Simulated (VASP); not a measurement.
A cell of TiC (rock salt) near equilibrium:

```yaml
crystal:
  lattice:
    - [0.00000, 2.14753, 2.14753]
    - [2.14753, 0.00000, 2.14753]
    - [2.14753, 2.14753, 0.00000]
  atoms:
    - { symbol: Ti, position: [0.00000, 0.00000, 0.00000] }
    - { symbol: C, position: [0.50000, 0.50000, 0.50000] }
```

The numbers are results of PBEsol GGA, VASP's PBE PAW potentials (set 64) (plane waves; VASP), not measurements.

| run | ΔE (meV/atom) | σxx | σyy | σzz | largest shear component, with its sign (GPa) | largest force (eV/Å) |
|---|---|---|---|---|---|---|
| as it is | 0.0 | -0.18 | -0.18 | -0.18 | 0.00 | 0.000 |
| after one change | 14.3 | 1.66 | -0.04 | -0.04 | 0.00 | 0.748 |
Stress is in GPa, positive when the cell is compressed.

Q: Name the change that produced these shifts.
A) biaxial strain of +1.5 % in the xy plane
B) uniaxial strain of -1.5 % along x
C) biaxial strain of -0.5 % in the xy plane
D) atom 2 (C) moved by -0.075 Å along x

A: D, atom 2 (C) moved by -0.075 Å along x

The compound is TiC in the rock salt structure.
